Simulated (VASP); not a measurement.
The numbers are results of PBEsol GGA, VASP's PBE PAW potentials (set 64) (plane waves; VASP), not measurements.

VASP ran on this input.

**INCAR**
```
# general
SYSTEM  = PdIn
PREC    = Accurate
ENCUT   = 480   # plane-wave cut-off (eV)
LREAL   = .FALSE.   # projection in real space or not
LASPH   = .TRUE.   # aspherical one-centre terms

# electronic loop
EDIFF   = 1E-7   # SCF stop (eV)
NELM    = 100   # most electronic steps
ALGO    = Normal   # blocked Davidson
LMAXMIX = 4   # l cut-off of mixed one-centre charges

# smearing
ISMEAR  = 1
SIGMA   = 0.1

# functional
GGA     = PS

# ions
ISIF    = 2   # forces and stress, cell fixed

# output
LWAVE   = .FALSE.
LCHARG  = .FALSE.
```

### KPOINTS
```
Automatic
0
Gamma
  10 10 10
0 0 0
```

### POSCAR
```
PdIn
1
    3.1180961866     0.0000000000     0.0000000000
    0.0000000000     3.2480168610     0.0000000000
    0.0000000000     0.0000000000     3.2480168610
In Pd
1 1
Direct
  0.5000000000   0.5000000000   0.5000000000
  0.0000000000   0.0000000000   0.0000000000
```

POTCAR, in this order: In_d Pd (PBE.64 set). Program: vasp_std.

Unless said otherwise, spin-orbit coupling is left out, though it shifts the bands of the heavy elements here.

Question: What does the run give for the energy per atom (σ→0), pressure, band gap (on the k-mesh)?

Answer: 
```yaml
energy per atom (σ→0): -4.985 eV/atom
band gap (on the k-mesh): none (metal, semimetal or under 0.01 eV)
pressure: 6.55 GPa
```

OSZICAR:
```
...
DAV:   7    -0.998294274807E+01    0.47875E-01   -0.10317E-01  5189   0.661E+00    0.181E+00
DAV:   8    -0.997132774989E+01    0.11615E-01   -0.26234E-02  4725   0.180E+00    0.468E-01
DAV:   9    -0.997008669545E+01    0.12411E-02   -0.23314E-03  4865   0.906E-01    0.683E-02
DAV:  10    -0.997007427399E+01    0.12421E-04   -0.58470E-05  5263   0.130E-01    0.234E-02
DAV:  11    -0.997007386568E+01    0.40831E-06   -0.43520E-06  4490   0.225E-02    0.428E-03
DAV:  12    -0.997007414523E+01   -0.27954E-06   -0.52622E-07  4691   0.737E-03    0.146E-03
DAV:  13    -0.997007412415E+01    0.21073E-07   -0.15262E-08  2464   0.163E-03
   1 F= -.99700741E+01 E0= -.99698631E+01  d E =-.633016E-03
```

The compound is PdIn in the CsCl type structure. This cell was strained or had an atom moved on purpose. The electron count is odd and the run is not spin-polarised, which forces a metal.
